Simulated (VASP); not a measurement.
All values below come from LDA (Ceperley-Alder, Perdew-Zunger), VASP's LDA PAW potentials (set 64) (plane waves; VASP).

VASP ran on this input.

### INCAR
```
ALGO = Normal
EDIFF = 1E-7
ENCUT = 400
ISIF = 2
ISMEAR = -5
LASPH = .TRUE.
LCHARG = .TRUE.
LEFG = .TRUE.
LMAXMIX = 6
LORBIT = 11
LREAL = .FALSE.
LWAVE = .FALSE.
NEDOS = 601
NELM = 100
PREC = Accurate
SYSTEM = CdHgSe2
```

KPOINTS:
```
kpoints
0
gamma
8 8 6
```

File POSCAR:
```
CdHgSe2
1.0
  4.2811726918   0.0000000000   0.0000000000
  0.0000000000   4.2811726918   0.0000000000
  0.0000000000   0.0000000000   6.0387902718
Cd Hg Se
1 1 2
direct
  0.5000000000   0.5000000000   0.5000000000
  0.0000000000   0.0000000000   0.0000000000
  0.0000000000   0.5000000000   0.2530146305
  0.5000000000   0.0000000000   0.7469853695
```

POTCAR, in this order: Cd Hg Se (LDA.64 set). Program: vasp_std.

Task: What will the output report for the number of irreducible k-points (NKPTS), number of bands (NBANDS), largest plane-wave count, number of space-group operations, FFT grid (NGX, NGY, NGZ)?

Result: 
```yaml
number of irreducible k-points (NKPTS): 60
number of bands (NBANDS): 22
largest_plane_wave_count: 2032
number_of_space_group_operations: 8
FFT grid (NGX, NGY, NGZ): 28 × 28 × 40
```

The structure comes from a computed database's CdHgSe2 entry (P-4m2); how it stands against other phases isn't given here. It was relaxed first, which changed the volume by -6 %.
